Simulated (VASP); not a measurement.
OSZICAR of a VASP run on CaO (rock salt):

OSZICAR:
```
       N       E                     dE             d eps       ncg     rms          rms(c)
DAV:   1     0.126329224580E+03    0.12633E+03   -0.86895E+03  1344   0.136E+03
DAV:   2    -0.787965589587E+01   -0.13421E+03   -0.12586E+03  1576   0.332E+02
DAV:   3    -0.142522721995E+02   -0.63726E+01   -0.63225E+01  1700   0.734E+01
DAV:   4    -0.144606299414E+02   -0.20836E+00   -0.20811E+00  1908   0.122E+01
DAV:   5    -0.144637913130E+02   -0.31614E-02   -0.31610E-02  1680   0.151E+00    0.806E+00
DAV:   6    -0.130373968023E+02    0.14264E+01   -0.73877E+00  1568   0.259E+01    0.359E+00
DAV:   7    -0.129914634099E+02    0.45933E-01   -0.62446E-01  1864   0.793E+00    0.172E+00
DAV:   8    -0.129917243931E+02   -0.26098E-03   -0.72384E-02  1480   0.311E+00    0.392E-01
DAV:   9    -0.129907554965E+02    0.96890E-03   -0.21387E-02  1688   0.120E+00    0.140E-01
DAV:  10    -0.129912869233E+02   -0.53143E-03   -0.21408E-03  1388   0.514E-01    0.207E-02
DAV:  11    -0.129913041915E+02   -0.17268E-04   -0.12865E-04  2000   0.114E-01    0.138E-02
DAV:  12    -0.129913046949E+02   -0.50338E-06   -0.93038E-06  1460   0.362E-02    0.640E-03
DAV:  13    -0.129913040089E+02    0.68601E-06   -0.43708E-06  1820   0.163E-02    0.171E-03
DAV:  14    -0.129913038290E+02    0.17985E-06   -0.25757E-07  1528   0.619E-03    0.550E-04
DAV:  15    -0.129913038019E+02    0.27117E-07   -0.39633E-08   792   0.194E-03
   1 F= -.12991304E+02 E0= -.12991304E+02  d E =0.000000E+00
```

**Question.** Which electronic solver shows in the log?

**Answer.** It is blocked Davidson (ALGO = Normal, or the opening steps of other solvers). The INCAR had ALGO = Normal.

**Question.** Can the final energy be trusted as converged?

**Answer.** The run converged. It stopped with EDIFF = 1E-7, NELM = 100 (AM05 GGA, plane waves, VASP's PBE PAW potentials (set 64)).

The compound is CaO in the rock salt structure. It was relaxed first.
